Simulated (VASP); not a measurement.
InSe:

```
CELL_PARAMETERS angstrom
4.05000 0.00000 0.00000
-2.02500 3.50740 0.00000
0.00000 0.00000 16.93000
ATOMIC_POSITIONS crystal
In 0.33333 0.66667 0.15700
In 0.66667 0.33333 0.65700
In 0.33333 0.66667 0.34300
In 0.66667 0.33333 0.84300
Se 0.33333 0.66667 0.60200
Se 0.66667 0.33333 0.10200
Se 0.33333 0.66667 0.89800
Se 0.66667 0.33333 0.39800
```

| Quantity | Value |
| --- | --- |
| Program | VASP 6.6.1 |
| Task | relaxation of cell and atoms |
| Functional | PBEsol |
| Potentials or basis | VASP PAW PBE potentials, release 64 (In_d, Se) |
| Cutoff | 600 eV |
| k mesh | 9 × 9 × 2 |
| Occupations | gaussian, width 0.03 eV |
| Spin | no spin polarisation |

At the start: pressure 5.1 GPa; volume 30.06 Å³/atom.

How do energy, volume and symmetry change on relaxing?

Over 12 steps the energy falls by 210.8 meV/atom and the volume is 29.63 Å³/atom (-1.4 %); space group P6_3/mmc (No. 194, to 0.05 Å).

The path:
```
step  energy change (eV)  largest force (eV/Å)  pressure (GPa)  volume (Å³)
   1              0.0000                2.7589            5.15       240.49
   2             -0.9796                0.2448           -4.31       275.28
   3             -1.1802                0.8728           -2.32       263.96
   4             -1.4829                0.3040           -1.29       251.18
   5             -1.5395                0.2275           -0.37       243.60
   6             -1.6415                0.2735            0.52       237.56
   7             -1.6557                0.3114            1.16       233.98
   8             -1.6754                0.1490           -0.53       238.54
   9             -1.6854                0.0600            0.06       236.89
  10             -1.6854                0.0633            0.08       236.83
  11             -1.6862                0.0192            0.00       237.11
  12             -1.6862                0.0087            0.01       237.04
```

Final structure:
```xyz
8
Lattice="4.0071 0.0000 0.0000 -2.0035 3.4702 0.0000 0.0000 0.0000 17.0470" Properties=species:S:1:pos:R:3 pbc="T T T"
In    0.0000    2.3135    2.8739
In    2.0035    1.1567   11.3974
In    0.0000    2.3135    5.6496
In    2.0035    1.1567   14.1731
Se    0.0000    2.3135   10.1172
Se    2.0035    1.1567    1.5936
Se    0.0000    2.3135   15.4534
Se    2.0035    1.1567    6.9299
```

Caveat: the PAW data sets were made with another functional, which shifts forces and pressure a little; this functional lacks dispersion, which binds the layers, so the pressure and a relaxed spacing across them are unreliable.
